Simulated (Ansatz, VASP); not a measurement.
# TeP2 in VASP and in Ansatz

```
Te P
1.0
     0.00000    3.27099    3.27099
     3.27099    0.00000    3.27099
     3.27099    3.27099    0.00000
Te P
1 2
Direct
  0.00000 0.00000 0.00000
  0.25000 0.25000 0.25000
  0.75000 0.75000 0.75000
```

Change from the starting cell: species swapped into the CeO2 type (Fm-3m, No. 225).

Alike in both runs: functional PBE; k mesh 12 × 12 × 12; occupations gaussian, width 0.1 eV; no spin polarisation.

Ansatz relaxed the structure, and its values are those at the end. VASP's run is a single point on that final structure, the one shown.

```csv
,VASP,Ansatz
version,VASP 6.6.1,Ansatz 0.2.0
potentials or method,"VASP PAW PBE potentials, release 64 (Te, P)","scalar-relativistic, plane waves, PAW"
plane-wave cutoff (eV),520,420
valence electrons in the cell,16,26
```

|  | VASP | Ansatz | Ansatz less VASP |
| --- | --- | --- | --- |
| gap on the k mesh at the Fermi level (eV) | none | none | - |
| pressure (GPa) | -0.1 | 0.0 | +0.07 |

A gap of «none» marks a metal or a gap that the smearing closes. The two sets of potentials don't hold the same shells in valence.

The runs have no spin-orbit coupling, so splittings on Te are missing.
